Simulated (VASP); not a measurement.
Input of a VASP 6.6.1 run:

File INCAR:

```
SYSTEM = LiV3
PREC = Accurate
ENCUT = 520
EDIFF = 1E-7
ISMEAR = -1
SIGMA = 0.05
LREAL = .FALSE.
LASPH = .TRUE.
NELM = 100
ALGO = Normal
ISIF = 2
LWAVE = .FALSE.
LCHARG = .FALSE.
ISPIN = 2
MAGMOM = 0 2 2 2
LORBIT = 11
LMAXMIX = 4
GGA = PE
NBANDS = 33
```

KPOINTS

```
regular mesh
0
G
  7 7 7
  0 0 0
```

POSCAR

```
LiV3
1.0
    3.7359381200      0.0000000000      0.0000000000
    0.0000000000      3.7359381200      0.0000000000
    0.0000000000      0.0000000000      3.7359381200
Li V
1 3
Direct
    0.0000000000      0.0000000000      0.0000000000
    0.5000000000      0.5000000000      0.0000000000
    0.5000000000      0.0000000000      0.5000000000
    0.0000000000      0.5000000000      0.5000000000
```

Potentials or basis: VASP PAW PBE potentials, release 64 (Li_sv, V_sv).

Launch:

```console
$ cat potpaw_PBE.64/Li_sv/POTCAR potpaw_PBE.64/V_sv/POTCAR > POTCAR
$ mpirun -np 1 vasp_std > vasp.out
```

Q: What does it give for the net moment?

A: 0.94 μB per cell.

Q: Estimate the band gap on the k mesh.

A: None (metal or under the smearing width).
